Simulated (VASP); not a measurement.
The input files of a VASP run:

File POSCAR:
```
TiCo
1.0
  2.9900000000   0.0000000000   0.0000000000
  0.0000000000   2.9900000000   0.0000000000
  0.0000000000   0.0000000000   2.9900000000
Ti Co
1 1
Direct
  0.0000000000   0.0000000000   0.0000000000
  0.5000000000   0.5000000000   0.5000000000
```

### INCAR
```
ALGO = Normal
EDIFF = 1E-6
EDIFFG = -0.01
ENCUT = 520
GGA = PE
IBRION = 2
ISIF = 3
ISMEAR = 1
IVDW = 11
LASPH = .TRUE.
LCHARG = .FALSE.
LMAXMIX = 4
LREAL = .FALSE.
LWAVE = .FALSE.
NELM = 100
NSW = 60
PREC = Accurate
SIGMA = 0.1
SYSTEM = TiCo
```

### KPOINTS
```
Automatic mesh
0
Gamma
11 11 11
0 0 0
```

POTCAR, in this order: Ti_sv Co (PBE.64 set). Program: vasp_std.

Task: Write an equivalent input for Quantum ESPRESSO's pw.x.

Result: One equivalent input (not run):
```
&CONTROL
  calculation = 'vc-relax'
  pseudo_dir = './pseudo'
  outdir = './out'
  tprnfor = .true.
  tstress = .true.
  nstep = 60
  forc_conv_thr = 0.00039
/
&SYSTEM
  ibrav = 0
  nat = 2
  ntyp = 2
  ecutwfc = 96
  occupations = 'smearing'
  smearing = 'methfessel-paxton'
  degauss = 0.00735
  input_dft = 'pbe'
  vdw_corr = 'grimme-d3'
  dftd3_version = 3
  dftd3_threebody = .false.
/
&ELECTRONS
  conv_thr = 7.3e-08
  electron_maxstep = 100
/
&IONS
/
&CELL
/
ATOMIC_SPECIES
  Ti 47.867 Ti.upf
  Co 58.933 Co.upf
CELL_PARAMETERS angstrom
     2.9900000    0.0000000    0.0000000
     0.0000000    2.9900000    0.0000000
     0.0000000    0.0000000    2.9900000
ATOMIC_POSITIONS crystal
  Ti   0.0000000  0.0000000  0.0000000
  Co   0.5000000  0.5000000  0.5000000
K_POINTS automatic
  11 11 11 0 0 0
```
Limits of the translation: the potentials are each code's own (VASP's PAW set, PseudoDojo norm-conserving files in pw.x), so ENCUT and ecutwfc are chosen apart and not converted; conv_thr bounds pw.x's estimated SCF error, while EDIFF bounds the energy change between steps; forc_conv_thr acts on force components and is met together with etot_conv_thr.

The compound is TiCo in the CsCl type structure. This run relaxes it. Symmetry was kept, so distortions that lower it aren't found.
